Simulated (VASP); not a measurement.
Here is the system:

```
SnO
1.0
    3.85286     0.00000     0.00000
   -1.92643     3.33667     0.00000
    0.00000     0.00000     6.43728
Sn O
2 2
Direct
  0.33333   0.66667   0.00267
  0.66667   0.33333   0.50267
  0.33333   0.66667   0.37233
  0.66667   0.33333   0.87233
```

These are PBE GGA, VASP's PBE PAW potentials (set 64) (plane waves; VASP) values and carry that method's errors. Run with 520 eV cut-off, Gaussian smearing of 0.050 eV, potentials Sn_d O.

Unless said otherwise, spin-orbit coupling is left out, though it shifts the bands of the heavy elements here.

Task: Give the energies of bands 14 to 23 at the high-symmetry points, in eV from the valence-band maximum.

Result: 
```json
[
 {"band": "14", "Γ": "-6.11", "M": "-7.18", "K": "-7.24", "A": "-7.02", "L": "-7.53", "H": "-7.41"},
 {"band": "15", "Γ": "-3.72", "M": "-5.27", "K": "-5.50", "A": "-3.52", "L": "-4.27", "H": "-5.01"},
 {"band": "16", "Γ": "-3.72", "M": "-4.42", "K": "-4.59", "A": "-3.52", "L": "-4.27", "H": "-5.01"},
 {"band": "17", "Γ": "-3.40", "M": "-4.21", "K": "-4.59", "A": "-3.52", "L": "-4.09", "H": "-4.02"},
 {"band": "18", "Γ": "-3.32", "M": "-3.73", "K": "-4.41", "A": "-3.52", "L": "-4.09", "H": "-4.02"},
 {"band": "19", "Γ": "-3.32", "M": "-1.58", "K": "-0.30", "A": "-2.55", "L": "-1.40", "H": "-0.68"},
 {"band": "20", "Γ": "-2.24", "M": "-0.21", "K": "-0.30", "A": "-2.55", "L": "-1.40", "H": "-0.68"},
 {"band": "21", "Γ": "1.85", "M": "0.98", "K": "1.62", "A": "2.40", "L": "1.22", "H": "1.93"},
 {"band": "22", "Γ": "4.43", "M": "1.27", "K": "2.31", "A": "2.40", "L": "1.22", "H": "1.93"},
 {"band": "23", "Γ": "4.43", "M": "3.42", "K": "3.04", "A": "4.70", "L": "3.94", "H": "2.06"}
]
```

The gap is indirect, 0.98 eV, from the valence maximum at K-Γ at 0.22 to the conduction minimum at M.

The structure was generated: SnO was put into the wurtzite type (P6_3mc), which need not be its known phase. It was relaxed first, which changed the volume by +56 %.
